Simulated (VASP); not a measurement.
Output of a VASP run:

File OUTCAR:
```
 ion  position               nearest neighbor table
   1  0.498  0.001  0.001-  44 2.50  29 2.50  60 2.52   2 2.53
   2  0.626  0.126  0.126-   5 2.50   3 2.50   1 2.53  17 2.53
   3  0.751  0.249  1.000-  46 2.50   4 2.50   2 2.50  25 2.51
   4  0.874  0.374  0.126-   3 2.50  30 2.50  26 2.53  18 2.53
   5  0.751  0.999  0.249-  35 2.50   6 2.50   2 2.50  14 2.51
   6  0.874  0.126  0.374-   5 2.50  30 2.50  36 2.53  22 2.53
   7  0.001  0.999  0.999-   8 2.51  14 2.51  25 2.51  62 2.51
   8  0.126  0.124  0.124-  15 2.49   9 2.49   7 2.51  30 2.51
   9  0.251  0.249  0.001-   8 2.49  44 2.51  56 2.52  10 2.54
  10  0.379  0.374  0.128-  11 2.50  32 2.51  17 2.53   9 2.54
  11  0.501  0.499  0.000-  12 2.50  10 2.50  58 2.51  46 2.52
  12  0.625  0.621  0.128-  11 2.50  34 2.51  18 2.53  13 2.54
  13  0.750  0.749  0.001-  14 2.49  48 2.51  60 2.52  12 2.54
  14  0.876  0.873  0.124-  13 2.49  49 2.49   7 2.51   5 2.51
  15  0.251  0.001  0.250-   8 2.49  29 2.51  50 2.52  16 2.54
  16  0.379  0.127  0.375-  20 2.49  38 2.51  17 2.53  15 2.54
  17  0.511  0.257  0.257-  10 2.53   2 2.53  16 2.53
  18  0.742  0.489  0.258-  19 2.53   4 2.53  12 2.53
  19  0.872  0.621  0.374-  51 2.50  41 2.51  18 2.53  49 2.54
  20  0.501  0.000  0.499-  21 2.49  16 2.49  54 2.51  35 2.52
  21  0.625  0.127  0.621-  20 2.49  45 2.51  22 2.53  24 2.54
  22  0.743  0.257  0.489-   6 2.53  23 2.53  21 2.53
  23  0.872  0.374  0.621-  51 2.50  47 2.51  22 2.53  55 2.54
  24  0.750  0.001  0.749-  25 2.49  42 2.51  60 2.52  21 2.54
  25  0.876  0.124  0.874-  24 2.49  55 2.49   7 2.51   3 2.51
  26  0.999  0.502  0.001-  27 2.50  48 2.50  56 2.53   4 2.53
  27  0.126  0.624  0.127-  26 2.50  28 2.50  32 2.51  49 2.51
  28  0.249  0.751  0.002-  27 2.50  62 2.50  29 2.50  58 2.51
  29  0.376  0.874  0.127-   1 2.50  28 2.50  34 2.51  15 2.51
  30  0.000  0.249  0.249-  31 2.50   4 2.50   6 2.50   8 2.51
  31  0.126  0.374  0.374-  32 2.49  38 2.49  30 2.50  51 2.52
  32  0.252  0.499  0.252-  31 2.49  33 2.51  27 2.51  10 2.51
  33  0.375  0.625  0.378-  34 2.51  32 2.51  63 2.52  53 2.53
  34  0.501  0.748  0.252-  35 2.49  33 2.51  29 2.51  12 2.51
  35  0.626  0.874  0.374-  41 2.49  34 2.49   5 2.50  20 2.52
  36  0.999  0.001  0.502-  37 2.50  42 2.50  50 2.52   6 2.53
  37  0.126  0.126  0.624-  36 2.50  43 2.50  38 2.51  55 2.51
  38  0.252  0.252  0.499-  31 2.49  39 2.51  37 2.51  16 2.51
  39  0.375  0.378  0.625-  45 2.51  38 2.51  63 2.52  57 2.53
  40  0.622  0.625  0.625-  41 2.51  47 2.51  63 2.52  59 2.53
  41  0.748  0.748  0.499-  35 2.49  40 2.51  42 2.51  19 2.51
  42  0.873  0.874  0.624-  36 2.50  61 2.50  41 2.51  24 2.51
  43  0.249  0.002  0.751-  37 2.50  62 2.50  44 2.50  54 2.51
  44  0.376  0.127  0.874-   1 2.50  43 2.50  45 2.51   9 2.51
  45  0.501  0.252  0.748-  46 2.49  39 2.51  44 2.51  21 2.51
  46  0.626  0.374  0.874-  47 2.49  45 2.49   3 2.50  11 2.52
  47  0.748  0.499  0.748-  46 2.49  40 2.51  48 2.51  23 2.51
  48  0.873  0.624  0.874-  26 2.50  61 2.50  13 2.51  47 2.51
  49  0.999  0.749  0.250-  14 2.49  27 2.51  50 2.52  19 2.54
  50  0.124  0.876  0.375-  53 2.51  15 2.52  49 2.52  36 2.52
  51  1.000  0.499  0.499-  19 2.50  23 2.50  52 2.51  31 2.52
  52  0.123  0.625  0.625-  53 2.50  57 2.50  51 2.51  61 2.51
  53  0.248  0.752  0.503-  54 2.50  52 2.50  50 2.51  33 2.53
  54  0.375  0.877  0.625-  59 2.50  53 2.50  20 2.51  43 2.51
  55  0.999  0.249  0.749-  25 2.49  37 2.51  56 2.52  23 2.54
  56  0.124  0.375  0.876-  57 2.51   9 2.52  55 2.52  26 2.53
  57  0.248  0.503  0.752-  58 2.50  52 2.50  56 2.51  39 2.53
  58  0.375  0.625  0.877-  59 2.49  57 2.50  11 2.51  28 2.51
  59  0.497  0.752  0.752-  58 2.49  54 2.50  60 2.51  40 2.53
  60  0.625  0.876  0.876-  59 2.51  13 2.52  24 2.52   1 2.52
  61  0.998  0.751  0.751-  48 2.50  42 2.50  62 2.50  52 2.51
  62  0.126  0.874  0.874-  43 2.50  61 2.50  28 2.50   7 2.51
  63  0.505  0.495  0.495-  39 2.52  33 2.52  40 2.52
 Subroutine IBZKPT returns following result:
 Found      1 irreducible k-points:

 Following reciprocal coordinates:
            Coordinates               Weight
  0.000000  0.000000  0.000000      1.000000
   k-points           NKPTS =      1   k-points in BZ     NKDIM =      1   number of bands    NBANDS=    160
   number of dos      NEDOS =    301   number of ions     NIONS =     63
   total plane-waves  NPLWV = 216000
   dimension x,y,z NGX =    60 NGY =   60 NGZ =   60
   dimension x,y,z NGXF=   120 NGYF=  120 NGZF=  120
   ions per type =              62   1
   PREC   = normal    normal or accurate (medium, high low for compatibility)
   ISTART =      1    job   : 0-new  1-cont  2-samecut
   ICHARG =      0    charge: 1-file 2-atom 10-const
   ISPIN  =      2    spin polarized calculation?
...
```

### OSZICAR
```
       N       E                     dE             d eps       ncg     rms          rms(c)
DAV:   1    -0.274202129755E+03   -0.27420E+03   -0.23229E-05   800   0.108E-02    0.395E-03
RMM:   2    -0.274202127664E+03    0.20909E-05   -0.77377E-06   613   0.456E-03    0.153E-03
RMM:   3    -0.274202127544E+03    0.12005E-06   -0.47067E-06   560   0.251E-03    0.927E-04
RMM:   4    -0.274202127579E+03   -0.34464E-07   -0.55471E-07   375   0.118E-03
   1 F= -.27420213E+03 E0= -.27417800E+03  d E =-.482628E-01  mag=     3.0000
```

### OUTCAR
```
------------------------ aborting loop because EDIFF is reached ----------------------------------------
  FORCE on cell =-STRESS in cart. coord.  units (eV):
  Direction    XX          YY          ZZ          XY          YZ          ZX
  --------------------------------------------------------------------------------------
  Total        8.0989153      8.1697676      8.0911264      0.3831697     -0.3862802      0.4034750
  in kB        8.3836026      8.4569454      8.3755399      0.3966386     -0.3998585      0.4176577
  external PRESSURE =       8.4053626 kB  Pullay stress =       0.0000000 kB
  volume of cell :     1547.77
      direct lattice vectors                 reciprocal lattice vectors
    11.567395522  0.000000000  0.000000000     0.086449884  0.000000000  0.000000000
     0.000000000 11.567395522  0.000000000     0.000000000  0.086449884  0.000000000
     0.000000000  0.000000000 11.567395522     0.000000000  0.000000000  0.086449884
 POSITION                                       TOTAL-FORCE (eV/Angst)
 -----------------------------------------------------------------------------------
      5.75698      0.01262      0.01271         0.012252      0.006665      0.010581
      7.24373      1.45455      1.45846        -0.002394      0.006431     -0.004753
      8.68527      2.88309     11.56398         0.007341     -0.007864      0.007628
     10.10796      4.32755      1.46043        -0.001248     -0.011312      0.003063
      8.68770     11.55777      2.88093         0.005877      0.013156     -0.011620
     10.10996      1.45458      4.32412         0.005010      0.008414      0.001180
      0.00801     11.55781     11.55721         0.003453     -0.005806     -0.005687
      1.45885      1.43560      1.43600        -0.005681     -0.004059     -0.005331
      2.90165      2.88603      0.01120        -0.009369      0.004338     -0.003332
      4.38787      4.32846      1.47516         0.002600     -0.005498     -0.000879
      5.79228      5.77454      0.00349        -0.002970      0.001185     -0.007268
      7.23476      7.17973      1.47688         0.014036     -0.004881     -0.004333
      8.68013      8.66267      0.01102        -0.007965      0.003019     -0.000791
     10.13217     10.10359      1.43467         0.006092      0.006712     -0.003198
      2.90029      0.01176      2.88855        -0.003784     -0.005764     -0.002082
      4.38495      1.47365      4.33373         0.003962      0.003869     -0.016422
      5.90554      2.97197      2.97629         0.025784      0.006998      0.010927
      8.58369      5.65635      2.98243        -0.004114     -0.019427      0.002152
     10.08757      7.18029      4.33148         0.011552     -0.002623     -0.009244
      5.79089      0.00130      5.77453        -0.004033     -0.013293      0.006462
      7.23278      1.47277      7.17997         0.012048      0.007707      0.002737
      8.58903      2.97188      5.65903        -0.008023      0.009082     -0.026735
     10.09003      4.32758      7.17832         0.004991     -0.000832     -0.003757
      8.67798      0.01156      8.66562         0.003016     -0.000545      0.008274
     10.12907      1.43718     10.10765         0.007187     -0.004728      0.005069
     11.55291      5.81097      0.01411        -0.001513     -0.015427      0.002422
      1.46291      7.21465      1.46416         0.001105     -0.000726     -0.009250
      2.88462      8.68268      0.02088         0.000992      0.002787     -0.013034
      4.35095     10.10652      1.46462        -0.004150     -0.003454     -0.011648
      0.00548      2.88119      2.88134        -0.012739     -0.000291     -0.002682
      1.45664      4.32116      4.32115        -0.013326     -0.013659     -0.013942
      2.91579      5.76963      2.91243         0.006224      0.011082     -0.003918
      4.33957      7.22860      4.37376        -0.010357      0.007805      0.018518
      5.79656      8.65423      2.91254        -0.014025     -0.008456     -0.001010
      7.24636     10.11199      4.32101         0.009387      0.001701     -0.009288
     11.55483      0.01301      5.81153        -0.009077      0.005647     -0.017976
      1.46289      1.46313      7.21577         0.003935     -0.010349      0.003918
      2.91427      2.91300      5.77188         0.002099     -0.000977      0.008888
      4.33831      4.37435      7.22913        -0.009168      0.021387      0.008234
      7.19385      7.22848      7.22893        -0.022505      0.005184      0.009466
      8.65383      8.65521      5.77261         0.006774     -0.010218      0.006015
     10.10321     10.10702      7.21669         0.009038     -0.006626      0.003903
      2.88552      0.01993      8.68246         0.002474     -0.017455      0.001144
      4.35206      1.46402     10.10514        -0.002436     -0.012557     -0.003035
      5.79577      2.91328      8.65255        -0.005041     -0.006806     -0.003035
      7.24614      4.32139     10.11095         0.009959     -0.014147      0.012338
      8.65498      5.76937      8.65227         0.004011      0.009837     -0.010992
     10.10281      7.21490     10.10425         0.014594     -0.003130     -0.000299
     11.55592      8.66297      2.88730         0.001957      0.003190      0.007054
      1.43660     10.12837      4.34142        -0.009633      0.008196      0.005836
     11.56182      5.77427      5.77336         0.004999      0.003765      0.008130
      1.42296      7.22956      7.23045        -0.002793      0.006352      0.003596
      2.86861      8.69664      5.82104        -0.009847      0.010798      0.001167
      4.33612     10.14063      7.23155        -0.007108     -0.003613      0.003141
     11.55579      2.88577      8.66390        -0.000162      0.005637      0.014179
      1.43683      4.34091     10.12951        -0.010912      0.005825      0.010829
...
```
(Selected blocks of OUTCAR.)

### POSCAR
```
AsGe62
1
   11.5673955220     0.0000000000     0.0000000000
    0.0000000000    11.5673955220     0.0000000000
    0.0000000000     0.0000000000    11.5673955220
Ge As
62 1
Direct
  0.4976902678   0.0010905667   0.0010984804
  0.6262194274   0.1257455951   0.1260838507
  0.7508404821   0.2492426557   0.9997050077
  0.8738317813   0.3741159036   0.1262536928
  0.7510509859   0.9991675236   0.2490556954
  0.8740048197   0.1257482438   0.3738197189
  0.0006922776   0.9991712000   0.9991197137
  0.1261172339   0.1241071166   0.1241416665
  0.2508474606   0.2494965685   0.0009683449
  0.3793312305   0.3741948039   0.1275272539
  0.5007419536   0.4992080381   0.0003018228
  0.6254437419   0.6206871056   0.1276759603
  0.7503961558   0.7488868246   0.0009525273
  0.8759249503   0.8734538207   0.1240272131
  0.2507296059   0.0010164330   0.2497149909
  0.3790784462   0.1273964855   0.3746507140
  0.5105334569   0.2569263271   0.2572998187
  0.7420592725   0.4889908831   0.2578304085
  0.8720695666   0.6207352840   0.3744560115
  0.5006216134   0.0001125680   0.4992073386
  0.6252729476   0.1273211499   0.6207076360
  0.7425206339   0.2569189668   0.4892221653
  0.8722815466   0.3741187940   0.6205646658
  0.7502106038   0.0009996401   0.7491420678
  0.8756565666   0.1242436712   0.8738047715
  0.9987475306   0.5023579142   0.0012197549
  0.1264682270   0.6237056017   0.1265762941
  0.2493752605   0.7506166438   0.0018051558
  0.3761387000   0.8737077284   0.1266166142
  0.0004739722   0.2490783431   0.2490913725
  0.1259263502   0.3735638256   0.3735633226
  0.2520698758   0.4987839491   0.2517788452
  0.3751550577   0.6249114879   0.3781106598
  0.5011122753   0.7481569422   0.2517886025
  0.6264465794   0.8741806975   0.3735508888
  0.9989138936   0.0011243471   0.5024062361
  0.1264666329   0.1264872902   0.6238021414
  0.2519384243   0.2518285206   0.4989785901
  0.3750461177   0.3781618845   0.6249572738
  0.6219073703   0.6249008442   0.6249402524
  0.7481230021   0.7482420118   0.4990416561
  0.8734213093   0.8737509870   0.6238818969
  0.2494531459   0.0017230881   0.7505980111
  0.3762353792   0.1265646136   0.8735877518
  0.5010434523   0.2518527610   0.7480123188
  0.6264283680   0.3735834730   0.8740901870
  0.7482220179   0.4987609948   0.7479874199
  0.8733868892   0.6237271462   0.8735113044
  0.9990077923   0.7489123197   0.2496063861
  0.1241935288   0.8755963567   0.3753150203
  0.9995180199   0.4991848978   0.4991060822
  0.1230147343   0.6249942534   0.6250719885
  0.2479907715   0.7518238374   0.5032278501
  0.3748570144   0.8766559290   0.6251663494
  0.9989967523   0.2494748888   0.7489932186
  0.1242139262   0.3752714154   0.8756951858
  0.2480550013   0.5032914759   0.7519794224
  0.3748712667   0.6250778676   0.8769272515
  0.4967261908   0.7517921810   0.7520251493
  0.6247339485   0.8755139024   0.8757612168
  0.9981621000   0.7506007126   0.7505848065
  0.1259839898   0.8739781812   0.8739651961
  0.5046571033   0.4953115159   0.4953797893
```

### Question
Reconstruct the remaining input files.

### Answer
This is not unique; one that fits is the input of the run itself, PBE GGA, plane waves, VASP's PBE PAW potentials (set 64).

**INCAR**
```
SYSTEM = AsGe62
PREC = Normal
ENCUT = 400
EDIFF = 1E-6
NELM = 100
ALGO = Fast
LREAL = Auto
LASPH = .TRUE.
ISMEAR = 0
SIGMA = 0.05
GGA = PE
LMAXMIX = 4
LWAVE = .FALSE.
LCHARG = .FALSE.
NELMIN = 4
ISYM = 0
ISPIN = 2
NUPDOWN = 3
MAGMOM = 63*0.0476
LORBIT = 11
LHYPERFINE = .TRUE.
```

### KPOINTS
```
K-points
0
G
  1 1 1
0 0 0
```

POTCAR, in this order: Ge As (PBE.64 set). Program: vasp_gam. Read from the step before: WAVECAR.

The supercell is sampled at Γ alone, which is coarse: total energies, pressure and levels can be off, energies of defects by several tenths of an eV.

The cell is a supercell with a defect, built from Ge (diamond): As_Ge-vac_Ge.
